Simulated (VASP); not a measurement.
These are RPBE GGA, VASP's PBE PAW potentials (set 64) (plane waves; VASP) values and carry that method's errors.

VASP input:

File POSCAR:
```
CrO2
1
    4.3937712865     0.0000000000     0.0000000000
    0.0000000000     4.3937712865     0.0000000000
    0.0000000000     0.0000000000     2.8888800855
Cr O
2 4
Direct
  0.0000000000   0.0000000000   0.0000000000
  0.5000000000   0.5000000000   0.5000000000
  0.3038373536   0.3038373536   0.0000000000
  0.8038373536   0.1961626464   0.5000000000
  0.1961626464   0.8038373536   0.5000000000
  0.6961626464   0.6961626464   0.0000000000
```

**KPOINTS**
```
Regular mesh
0
G
7 7 10
```

**INCAR**
```
SYSTEM = CrO2
PREC = Accurate; ENCUT = 520; LREAL = .FALSE.
LASPH = .TRUE.
EDIFF = 1E-7; NELM = 100; ALGO = Normal
LMAXMIX = 4
ISMEAR = 1; SIGMA = 0.1
GGA = RP
MAGMOM = 2*2.2 4*-0.1
ISPIN = 2
IBRION = 2; NSW = 30; ISIF = 4
EDIFFG = -0.01
LWAVE = .FALSE.; LCHARG = .FALSE.; LORBIT = 10
```

POTCAR, in this order: Cr_pv O (PBE.64 set). Program: vasp_std.

What VASP printed:

### OUTCAR
```
 ion  position               nearest neighbor table
   1  0.000  0.000  0.000-   3 1.89   6 1.89   5 1.89   4 1.89   4 1.89   5 1.89
   2  0.500  0.500  0.500-   4 1.89   5 1.89   3 1.89   6 1.89   3 1.89   6 1.89
   3  0.304  0.304  0.000-   1 1.89   2 1.89   2 1.89
   4  0.804  0.196  0.500-   2 1.89   1 1.89   1 1.89
   5  0.196  0.804  0.500-   2 1.89   1 1.89   1 1.89
   6  0.696  0.696  0.000-   1 1.89   2 1.89   2 1.89
  LATTYP: Found a simple tetragonal cell.
 ALAT       =     4.3937712865
 C/A-ratio  =     0.6574944159
 Subroutine PRICEL returns:
 Original cell was already a primitive cell.
 Subroutine GETGRP returns: Found 16 space group operations
The static configuration has the point symmetry D_2h.
 The point group associated with its full space group is D_4h.
The dynamic configuration has the point symmetry D_2h.
The overall configuration has the point symmetry D_2h.
 Subroutine INISYM returns: Found 16 space group operations
 Subroutine IBZKPT returns following result:
 Found     60 irreducible k-points:

 Following reciprocal coordinates:
            Coordinates               Weight
  0.000000  0.000000  0.000000      1.000000
  0.142857  0.000000  0.000000      4.000000
  0.285714  0.000000  0.000000      4.000000
  0.428571  0.000000  0.000000      4.000000
  0.142857  0.142857  0.000000      4.000000
  0.285714  0.142857  0.000000      8.000000
  0.428571  0.142857  0.000000      8.000000
  0.285714  0.285714  0.000000      4.000000
  0.428571  0.285714  0.000000      8.000000
  0.428571  0.428571  0.000000      4.000000
  0.000000  0.000000  0.100000      2.000000
  0.142857  0.000000  0.100000      8.000000
  0.285714  0.000000  0.100000      8.000000
  0.428571  0.000000  0.100000      8.000000
  0.142857  0.142857  0.100000      8.000000
  0.285714  0.142857  0.100000     16.000000
  0.428571  0.142857  0.100000     16.000000
  0.285714  0.285714  0.100000      8.000000
  0.428571  0.285714  0.100000     16.000000
  0.428571  0.428571  0.100000      8.000000
  0.000000  0.000000  0.200000      2.000000
  0.142857  0.000000  0.200000      8.000000
  0.285714  0.000000  0.200000      8.000000
  0.428571  0.000000  0.200000      8.000000
  0.142857  0.142857  0.200000      8.000000
  0.285714  0.142857  0.200000     16.000000
  0.428571  0.142857  0.200000     16.000000
  0.285714  0.285714  0.200000      8.000000
  0.428571  0.285714  0.200000     16.000000
  0.428571  0.428571  0.200000      8.000000
  0.000000  0.000000  0.300000      2.000000
  0.142857  0.000000  0.300000      8.000000
  0.285714  0.000000  0.300000      8.000000
  0.428571  0.000000  0.300000      8.000000
  0.142857  0.142857  0.300000      8.000000
  0.285714  0.142857  0.300000     16.000000
  0.428571  0.142857  0.300000     16.000000
  0.285714  0.285714  0.300000      8.000000
  0.428571  0.285714  0.300000     16.000000
  0.428571  0.428571  0.300000      8.000000
   k-points           NKPTS =     60   k-points in BZ     NKDIM =     60   number of bands    NBANDS=     30
   number of dos      NEDOS =    301   number of ions     NIONS =      6
   total plane-waves  NPLWV =  31104
   dimension x,y,z NGX =    36 NGY =   36 NGZ =   24
   dimension x,y,z NGXF=    72 NGYF=   72 NGZF=   48
   ions per type =               2   4
   PREC   = accura    normal or accurate (medium, high low for compatibility)
   ISTART =      0    job   : 0-new  1-cont  2-samecut
   ICHARG =      2    charge: 1-file 2-atom 10-const
   ISPIN  =      2    spin polarized calculation?
   LNONCOLLINEAR =      F non collinear calculations
   LSORBIT =      F    spin-orbit coupling
...
```

OSZICAR:
```
       N       E                     dE             d eps       ncg     rms          rms(c)
DAV:   1     0.618921790036E+03    0.61892E+03   -0.27052E+04  7200   0.182E+03
DAV:   2     0.114479622394E+02   -0.60747E+03   -0.57073E+03  7770   0.528E+02
DAV:   3    -0.611700318208E+02   -0.72618E+02   -0.70781E+02  8606   0.176E+02
DAV:   4    -0.631271920087E+02   -0.19572E+01   -0.18721E+01  8486   0.285E+01
DAV:   5    -0.631755168407E+02   -0.48325E-01   -0.47510E-01  8930   0.444E+00    0.428E+01
DAV:   6    -0.544354521368E+02    0.87401E+01   -0.15074E+02  8344   0.102E+02    0.356E+01
DAV:   7    -0.498058673357E+02    0.46296E+01   -0.97727E+01  8654   0.977E+01    0.189E+01
DAV:   8    -0.478587151996E+02    0.19472E+01   -0.64881E+00  8122   0.234E+01    0.693E+00
DAV:   9    -0.475966693263E+02    0.26205E+00   -0.18847E+00  9480   0.122E+01    0.239E+00
DAV:  10    -0.476051970706E+02   -0.85277E-02   -0.19956E-01  8060   0.410E+00    0.126E+00
DAV:  11    -0.476090897045E+02   -0.38926E-02   -0.21696E-02  9492   0.120E+00    0.569E-01
DAV:  12    -0.476089651034E+02    0.12460E-03   -0.33160E-03  9460   0.558E-01    0.266E-01
DAV:  13    -0.476089222328E+02    0.42871E-04   -0.10495E-03  9080   0.324E-01    0.889E-02
DAV:  14    -0.476089287434E+02   -0.65107E-05   -0.12920E-04  8460   0.859E-02    0.461E-02
DAV:  15    -0.476089358321E+02   -0.70887E-05   -0.31876E-05  8832   0.454E-02    0.152E-02
DAV:  16    -0.476089380898E+02   -0.22577E-05   -0.48658E-06  7936   0.150E-02    0.629E-03
DAV:  17    -0.476089386823E+02   -0.59251E-06   -0.74693E-07  8158   0.730E-03    0.248E-03
DAV:  18    -0.476089388537E+02   -0.17140E-06   -0.36182E-07  6494   0.415E-03    0.117E-03
DAV:  19    -0.476089389398E+02   -0.86101E-07   -0.47300E-08  4226   0.158E-03
   1 F= -.47608939E+02 E0= -.47608789E+02  d E =-.476089E+02  mag=     4.0000
       N       E                     dE             d eps       ncg     rms          rms(c)
DAV:   1    -0.476209891788E+02   -0.12050E-01   -0.30913E+00  7200   0.121E+01    0.105E+00
DAV:   2    -0.476186280434E+02    0.23611E-02   -0.91984E-02  8680   0.240E+00    0.758E-01
DAV:   3    -0.476156640965E+02    0.29639E-02   -0.10118E-02  9414   0.101E+00    0.465E-01
DAV:   4    -0.476145184313E+02    0.11457E-02   -0.61061E-03  9944   0.702E-01    0.318E-01
DAV:   5    -0.476144589792E+02    0.59452E-04   -0.86864E-04  9060   0.287E-01    0.179E-01
DAV:   6    -0.476144303634E+02    0.28616E-04   -0.10421E-04 10062   0.924E-02    0.128E-01
DAV:   7    -0.476144295415E+02    0.82190E-06   -0.45787E-05 10420   0.529E-02    0.299E-02
DAV:   8    -0.476144298689E+02   -0.32739E-06   -0.28094E-06  8684   0.134E-02    0.145E-02
DAV:   9    -0.476144300831E+02   -0.21424E-06   -0.10547E-06  8954   0.727E-03    0.496E-03
DAV:  10    -0.476144300958E+02   -0.12709E-07   -0.13591E-07  4514   0.290E-03
   2 F= -.47614430E+02 E0= -.47614361E+02  d E =-.549116E-02  mag=     4.0000
       N       E                     dE             d eps       ncg     rms          rms(c)
DAV:   1    -0.476145820581E+02   -0.15197E-03   -0.36036E-02  7200   0.131E+00    0.111E-01
DAV:   2    -0.476145597891E+02    0.22269E-04   -0.10693E-03  8688   0.261E-01    0.800E-02
DAV:   3    -0.476145250594E+02    0.34730E-04   -0.11651E-04  9406   0.108E-01    0.499E-02
DAV:   4    -0.476145113403E+02    0.13719E-04   -0.72268E-05  9874   0.771E-02    0.339E-02
DAV:   5    -0.476145107510E+02    0.58932E-06   -0.97320E-06  9092   0.301E-02    0.190E-02
DAV:   6    -0.476145104900E+02    0.26097E-06   -0.10660E-06  9994   0.900E-03    0.135E-02
DAV:   7    -0.476145105253E+02   -0.35344E-07   -0.44441E-07  7208   0.532E-03
   3 F= -.47614511E+02 E0= -.47614421E+02  d E =-.557159E-02  mag=     4.0000
       N       E                     dE             d eps       ncg     rms          rms(c)
DAV:   1    -0.476145106339E+02   -0.14389E-06   -0.98103E-04  7224   0.216E-01    0.184E-02
DAV:   2    -0.476145098662E+02    0.76768E-06   -0.28800E-05  8688   0.429E-02    0.134E-02
DAV:   3    -0.476145088254E+02    0.10408E-05   -0.32789E-06  9436   0.181E-02    0.832E-03
DAV:   4    -0.476145084405E+02    0.38486E-06   -0.20123E-06  9854   0.129E-02    0.550E-03
DAV:   5    -0.476145084108E+02    0.29713E-07   -0.25458E-07  5944   0.503E-03
   4 F= -.47614508E+02 E0= -.47614422E+02  d E =-.556947E-02  mag=     4.0000
       N       E                     dE             d eps       ncg     rms          rms(c)
DAV:   1    -0.476146307577E+02   -0.12232E-03   -0.10020E-02  7218   0.759E-01    0.867E-02
DAV:   2    -0.476145686507E+02    0.62107E-04   -0.20895E-04  8760   0.128E-01    0.666E-02
DAV:   3    -0.476145551567E+02    0.13494E-04   -0.70983E-05 10534   0.766E-02    0.489E-02
DAV:   4    -0.476145502668E+02    0.48899E-05   -0.31492E-05 10354   0.467E-02    0.371E-02
DAV:   5    -0.476145500599E+02    0.20692E-06   -0.39633E-06  9692   0.205E-02    0.241E-02
DAV:   6    -0.476145495026E+02    0.55728E-06   -0.18906E-06  9378   0.139E-02    0.211E-02
DAV:   7    -0.476145493222E+02    0.18038E-06   -0.87330E-07  9212   0.766E-03    0.311E-03
DAV:   8    -0.476145493252E+02   -0.29549E-08   -0.49066E-08  3948   0.180E-03
   5 F= -.47614549E+02 E0= -.47614468E+02  d E =-.409144E-04  mag=     4.0000
```

**OUTCAR**
```
------------------------ aborting loop because EDIFF is reached ----------------------------------------
  FORCE on cell =-STRESS in cart. coord.  units (eV):
  Direction    XX          YY          ZZ          XY          YZ          ZX
  --------------------------------------------------------------------------------------
  Total        5.3082121      5.3082121      5.3140611      0.0000000      0.0000000      0.0000000
  in kB      152.4945929    152.4945929    152.6626216      0.0000000      0.0000000      0.0000000
  external PRESSURE =     152.5506024 kB  Pullay stress =       0.0000000 kB
  volume of cell :       55.77
      direct lattice vectors                 reciprocal lattice vectors
     4.382554604 -0.000000000  0.000000000     0.228177419 -0.000000000  0.000000000
     0.000000000  4.382554604  0.000000000     0.000000000  0.228177419  0.000000000
     0.000000000  0.000000000  2.903686572     0.000000000  0.000000000  0.344389787
 POSITION                                       TOTAL-FORCE (eV/Angst)
 -----------------------------------------------------------------------------------
      0.00000     -0.00000      0.00000        -0.000000      0.000000     -0.000000
      2.19128      2.19128      1.45184        -0.000000      0.000000     -0.000000
      1.32572      1.32572      0.00000         0.005062      0.005062      0.000000
      3.51700      0.86556      1.45184         0.005062     -0.005062     -0.000000
      0.86556      3.51700      1.45184        -0.005062      0.005062     -0.000000
      3.05684      3.05684      0.00000        -0.005062     -0.005062     -0.000000
 -----------------------------------------------------------------------------------
    total drift:                                0.000000      0.000000      0.000000
  FREE ENERGIE OF THE ION-ELECTRON SYSTEM (eV)
  ---------------------------------------------------
  free  energy   TOTEN  =       -47.6145493252 eV

  energy  without entropy=      -47.6143067840  energy(sigma->0) =      -47.61446848

 total charge

# of ion       s       p       d       tot
------------------------------------------
    1        0.388   6.484   4.053  10.925
    2        0.388   6.484   4.053  10.925
    3        1.579   3.488   0.000   5.066
    4        1.579   3.488   0.000   5.066
    5        1.579   3.488   0.000   5.066
    6        1.579   3.488   0.000   5.066
--------------------------------------------------
tot          7.091  26.919   8.105  42.116

 magnetization (x)

# of ion       s       p       d       tot
------------------------------------------
    1        0.022   0.035   2.045   2.102
    2        0.022   0.035   2.045   2.102
    3       -0.003  -0.074   0.000  -0.077
    4       -0.003  -0.074   0.000  -0.077
    5       -0.003  -0.074   0.000  -0.077
    6       -0.003  -0.074   0.000  -0.077
--------------------------------------------------
tot          0.033  -0.226   4.091   3.898

 reached required accuracy - stopping structural energy minimisation
```
(Selected blocks of OUTCAR.)

CONTCAR:
```
CrO2
   1.00000000000000
     4.3825546035824114   -0.0000000000000000    0.0000000000000000
     0.0000000000000000    4.3825546035824114    0.0000000000000000
     0.0000000000000000    0.0000000000000000    2.9036865724433718
  Cr              O
     2     4
Direct
     0.0000000000000000    0.0000000000000000    0.0000000000000000
     0.5000000000000000    0.5000000000000000    0.5000000000000000
     0.3024990935510372    0.3024990935510372    0.0000000000000000
     0.8024990935510371    0.1975009064489629    0.5000000000000000
     0.1975009064489629    0.8024990935510371    0.5000000000000000
     0.6975009064489629    0.6975009064489629    0.0000000000000000
```

The compound is CrO2 in the rutile structure. This cell is one point of a volume scan, at 0.94 of the reference volume. Symmetry was kept, so distortions that lower it aren't found.
